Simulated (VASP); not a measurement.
A cell of SrCl₂ (fluorite) near equilibrium:

```
SrCl2
1.0
    0.00000     3.51958     3.51958
    3.51958     0.00000     3.51958
    3.51958     3.51958     0.00000
Sr Cl
1 2
Cartesian
  0.00000   0.00000   0.00000
  1.75979   1.75979   1.75979
  5.27936   5.27936   5.27936
```

Method: PBE GGA, VASP's PBE PAW potentials (set 64) (plane waves; VASP).

```csv
run,ΔE (meV/atom),σxx,σyy,σzz,"largest shear component, with its sign (GPa)",largest force (eV/Å),gap (eV)
as it is,0.0,0.07,0.07,0.07,0.00,0.000,5.23
after one change,4.7,-1.31,-1.31,-1.31,0.00,0.000,5.07
```
Stress is in GPa, positive when the cell is compressed; gaps are those on the k-mesh, and 0.00 means metallic.

Problem. What was changed between the two runs?
A) isotropic strain of +1.5 %
B) shear strain γ_xy = -1.5 % with the ions relaxed
C) uniaxial strain of -4.0 % along y
D) biaxial strain of +2.0 % in the yz plane

Solution. A, isotropic strain of +1.5 %

The compound is SrCl2 in the fluorite structure.
